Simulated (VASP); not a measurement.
A cell of MoSi2 (MoSi2 type) near equilibrium:

```
CELL_PARAMETERS angstrom
     -1.60138     1.60138     3.90792
      1.60138    -1.60138     3.90792
      1.60138     1.60138    -3.90792
ATOMIC_POSITIONS crystal
  Si 0.66471 0.66471 0.00000
  Si 0.33529 0.33529 0.00000
  Mo 0.00000 0.00000 0.00000
```

Calculation: r2SCAN meta-GGA, VASP's PBE PAW potentials (set 64) (plane waves; VASP 6.6.1).

| run | ΔE (meV/atom) | σxx | σyy | σzz | largest shear component, with its sign (GPa) | largest force (eV/Å) |
|---|---|---|---|---|---|---|
| as it is | 0.0 | 0.28 | 0.28 | 0.47 | 0.00 | 0.004 |
| after one change | 158.0 | 34.17 | 34.17 | 40.17 | 0.00 | 0.371 |
Stress is in GPa, positive when the cell is compressed.

Question: Which change was made?
A) atom 3 (Mo) moved by 0.100 Å along y
B) atom 1 (Si) moved by 0.050 Å along z
C) atom 3 (Mo) moved by 0.100 Å along z
D) isotropic strain of -4.0 %

Answer: D, isotropic strain of -4.0 %

The compound is MoSi2 in the MoSi2 type structure.
